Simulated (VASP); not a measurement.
Here is a VASP 6.6.1 calculation.

INCAR

```
SYSTEM = HPbNO4
PREC     = Accurate       ! precision mode
ENCUT    = 520            ! plane-wave cutoff, eV
EDIFF    = 1E-6           ! SCF threshold, eV
ISMEAR   = -1             ! smearing method
SIGMA    = 0.05           ! smearing width, eV
LREAL    = .False.        ! projectors in reciprocal space
LASPH    = .True.         ! aspherical terms in the spheres
NELM     = 100            ! most SCF steps
ALGO     = Normal         ! electronic algorithm
ISIF     = 2              ! what is computed and relaxed
LWAVE    = .False.        ! write WAVECAR
LCHARG   = .False.        ! write CHGCAR
GGA      = PE             ! functional
LOPTICS  = .True.         ! frequency-dependent dielectric function
NBANDS   = 70             ! bands
NEDOS    = 1000           ! points of the DOS
CSHIFT   = 0.1          
KPAR     = 4
```

File KPOINTS:

```
Automatic mesh
0
Gamma
  7 6 5
  0 0 0
```

POSCAR

```
HPbNO4
1.0
    3.8570700000      0.0017800000     -0.0365800000
    0.1735300000      4.3343600000     -0.0164700000
    0.7580300000      0.8387300000      5.8766200000
H Pb N O
1 1 1 4
Direct
    0.6151100000      0.8955900000      0.1984400000
    0.6459700000      0.4465100000      0.9168500000
    0.7147400000      0.2381000000      0.5005800000
    0.1695800000      0.4700700000      0.7776800000
    0.6291900000      0.9704500000      0.4984500000
    0.5642400000      0.9258300000      0.0384900000
    0.7802200000      0.4225000000      0.3195100000
```

Potentials or basis: VASP PAW PBE potentials, release 64 (H, Pb_d, N, O).

The run is started by

```bash
$ cat potpaw_PBE.64/H/POTCAR potpaw_PBE.64/Pb_d/POTCAR potpaw_PBE.64/N/POTCAR potpaw_PBE.64/O/POTCAR > POTCAR
$ mpirun -np 4 vasp_std > vasp.out
```

Estimate the largest force.

0.624 eV/Å.

Predict the pressure.

0.6 GPa.

What does it give for the band gap on the k mesh?

0.36 eV, indirect (least direct gap 0.59 eV).

Dielectric function (mean over the directions given):
| energy (eV) | real part | imaginary part |
| --- | --- | --- |
| 0.29 | 11.76 | 0.98 |
| 1.29 | 8.39 | 5.01 |
| 2.29 | 1.67 | 3.66 |
| 3.36 | 2.96 | 2.68 |
| 4.36 | 2.69 | 2.88 |
| 5.43 | 0.16 | 2.91 |
| 6.44 | 1.68 | 1.45 |
| 7.51 | 1.97 | 1.76 |
| 8.51 | 1.72 | 1.75 |
| 9.58 | 1.17 | 1.98 |
| 10.58 | 1.41 | 1.30 |
| 11.65 | 1.62 | 1.56 |
| 12.66 | 1.52 | 1.69 |
| 13.73 | 0.79 | 1.42 |
| 14.73 | 0.89 | 1.32 |
| 15.80 | 0.90 | 1.21 |
| 16.80 | 0.85 | 1.38 |
| 17.88 | 0.52 | 1.32 |
| 18.88 | 0.38 | 1.01 |
| 19.95 | 0.52 | 0.77 |

Caveat: the standard files for N, O and F lose accuracy on very short bonds; spectra need much finer meshes, so this one isn't converged; independent-particle spectra lack excitons; spin-orbit coupling is left out, which as a rule narrows the gap of such compounds by several tenths of an eV; an odd mesh through Γ misses points on the zone boundary, where band edges often lie.
